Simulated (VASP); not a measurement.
Consider the following.

```
As
1.0
    3.53429    -1.91342    -0.05383
    3.53429     1.91342    -0.05383
    2.56656     0.00000     3.08155
As
2
Cartesian
  2.21845   0.00000   0.68408
  7.41669   0.00000   2.28980
```

Computed with PBEsol GGA, VASP's PBE PAW potentials (set 64) (plane waves; VASP). Run with 480 eV cut-off, 12×12×12 Γ-centred mesh, first-order Methfessel-Paxton smearing of 0.10 eV, potentials As.

**Question.** Estimate the energy per atom (σ→0), band gap (on the k-mesh) with the smallest direct gap where there is one.

**Answer.** 
```json
{
 "band gap (on the k-mesh)": "none (metal, semimetal or under 0.01 eV)",
 "energy per atom (σ→0)": "-5.108 eV/atom"
}
```

Only differences to runs with the same potentials and settings are physical.

The compound is As in the a7 structure. This cell was strained or had an atom moved on purpose. Symmetry was kept, so distortions that lower it aren't found.
